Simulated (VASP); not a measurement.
Given:

```
CELL_PARAMETERS angstrom
      0.00000     2.34035     2.34035
      2.34035     0.00000     2.34035
      2.34035     2.34035     0.00000
ATOMIC_POSITIONS crystal
  W  0.00000 0.00000 0.00000
  O  0.25000 0.25000 0.25000
```

All values below come from r2SCAN meta-GGA, VASP's PBE PAW potentials (set 64) (plane waves; VASP). Numerical set-up: 520 eV cut-off, 15×15×15 Γ-centred mesh, tetrahedra with Blöchl corrections, potentials W_sv O.

Unless said otherwise, spin-orbit coupling is left out, though it shifts the bands of the heavy elements here.

What does the run give for the energy per atom (σ→0), band gap (over mesh and band path) with the smallest direct gap where there is one?

* **band gap (over mesh and band path)**: none (metal, semimetal or under 0.01 eV)
* **energy per atom (σ→0)**: -28.787 eV/atom

Only differences to runs with the same potentials and settings are physical.

The structure was generated: WO was put into the zinc blende type (F-43m), which need not be its known phase. It was relaxed first, which changed the volume by -30 %.
